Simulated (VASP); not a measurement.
Here is the system:

```
Be
1.0
    1.13012    -1.95743     0.00000
    1.13012     1.95743     0.00000
    0.00000     0.00000     3.55096
Be
2
Direct
  0.33333   0.66667   0.25000
  0.66667   0.33333   0.75000
```

Method: PBEsol GGA, VASP's PBE PAW potentials (set 64) (plane waves; VASP). Run with 480 eV cut-off, 18×18×10 Γ-centred mesh, first-order Methfessel-Paxton smearing of 0.10 eV, potentials Be.

Q: Give the stress tensor in GPa (positive for a compressed cell).

A: 
```
-0.89   0.00   0.00
 0.00  -0.89   0.00
 0.00   0.00   1.95
```
The pressure is its mean diagonal, 0.06 GPa.

The compound is Be in the hcp structure. It was relaxed first.
